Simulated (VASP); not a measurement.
An input for Ansatz (written as the equivalent of a VASP run, and not itself run):

Ansatz 0.2 input:
```yaml
crystal:
  lattice:
    - [1.7391000, -3.0122100, 0.0000000]
    - [1.7391000, 3.0122100, 0.0000000]
    - [0.0000000, 0.0000000, 5.8140000]
  atoms:
    - { symbol: Ti, position: [0.0000000, 0.0000000, 0.0000000] }
    - { symbol: S, position: [0.3333330, 0.6666670, 0.2500000] }
    - { symbol: S, position: [0.6666670, 0.3333330, 0.7500000] }
kpoints:
  mp_grid: { grid: [9, 9, 5] }
hamiltonian:
  xc: pbe
  pseudopotentials: { kind: paw }
scf:
  occupations: { method: methfessel_paxton, width: 0.1 }
  max_iter: 100
output: { forces: true, stress: true, eigenvalues: true }
```

Q: Translate this input to VASP (INCAR, KPOINTS, POSCAR, choice of POTCAR).

A: Several could match; the one computed here: 
### INCAR
```
LWAVE=.FALSE.
ENCUT=800
PREC=Accurate
LREAL=.FALSE.
ISIF=2
LASPH=.TRUE.
SYSTEM=TiS2
NELM=100
LMAXMIX=4
ALGO=Normal
LCHARG=.FALSE.
GGA=PE
EDIFF=1E-6
ISMEAR=1   # Methfessel-Paxton
SIGMA=0.1   # width (eV)
```

POSCAR:
```
TiS2
1
    1.7391000000    -3.0122100000     0.0000000000
    1.7391000000     3.0122100000     0.0000000000
    0.0000000000     0.0000000000     5.8140000000
Ti S
1 2
Direct
  0.0000000000   0.0000000000   0.0000000000
  0.3333330000   0.6666670000   0.2500000000
  0.6666670000   0.3333330000   0.7500000000
```

File KPOINTS:
```
Automatic mesh
0
Gamma
9 9 5
0 0 0
```

POTCAR, in this order: Ti_sv S (PBE.64 set). Program: vasp_std.

The two are equivalent in intent, not identical: each code has its own PAW files, so the cut-off isn't converted (ENCUT is set for VASP's; basis.ecutwfc is left out, and Ansatz then takes the one that its files recommend); Ansatz stops its SCF on the density residual and VASP on the energy change (EDIFF).

The compound is TiS2 in the 1T layered structure. The cell was not relaxed at this level. The run is one of a series of settings (ENCUT = 800 against the base run), some of them coarse on purpose.
